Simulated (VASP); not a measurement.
The system is InAs.

```xyz
2
Lattice="0.0000 3.0290 3.0290 3.0290 0.0000 3.0290 3.0290 3.0290 0.0000" Properties=species:S:1:pos:R:3 pbc="T T T"
In    0.0000    0.0000    0.0000
As    1.5145    1.5145    1.5145
```

Base run:

| Property | Result |
| --- | --- |
| Program | VASP 6.6.1 |
| Functional | PBEsol |
| Potentials or basis | VASP PAW PBE potentials, release 64 (In_d, As) |
| Cutoff | 520 eV |
| k mesh | 8 × 8 × 8 |
| Occupations | fermi-dirac, width 0.02 eV |
| Spin | non-collinear spin, zero start, spin-orbit coupling |
| Starting moments | [[0.0, 0.0, 0.0], [0.0, 0.0, 0.0]] μB |

Its results: pressure 0.9 GPa; net moment 0.00 μB per cell.

Problem. The run is repeated on the same cell with these changes: functional from PBEsol to PBE. What comes out?

Solution. Pressure 3.6 GPa; net moment 0.00 μB per cell.

PBE binds less tightly than PBEsol, so the same cell stands under more pressure.

Caveats: the PAW data sets were made with another functional, which shifts forces and pressure a little (some runs).
